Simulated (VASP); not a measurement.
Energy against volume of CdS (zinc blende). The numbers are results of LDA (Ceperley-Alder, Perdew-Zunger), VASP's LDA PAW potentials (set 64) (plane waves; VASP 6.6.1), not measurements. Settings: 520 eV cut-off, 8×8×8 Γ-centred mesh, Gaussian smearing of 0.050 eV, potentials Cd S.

```json
[
 {"V (Å³/atom)": "23.315", "E (eV/atom)": "-3.69874"},
 {"V (Å³/atom)": "24.036", "E (eV/atom)": "-3.70372"},
 {"V (Å³/atom)": "24.758", "E (eV/atom)": "-3.69950"},
 {"V (Å³/atom)": "25.479", "E (eV/atom)": "-3.68752"}
]
```

**Question.** Fit these four points and predict the energy of the run at 22.594 Å³/atom.

**Answer.** A cubic in V^(−2/3), the third-order Birch-Murnaghan form, passes through the four points with V0 = 24.05 Å³/atom and B0 = 68 GPa, and gives -3.6829 eV/atom there. The run gave -3.6829 eV/atom, +0.0 meV/atom from the fit; all five points give B0 = 68 GPa.

The compound is CdS in the zinc blende structure, a metastable form; wurtzite is the usual one. It was relaxed first.
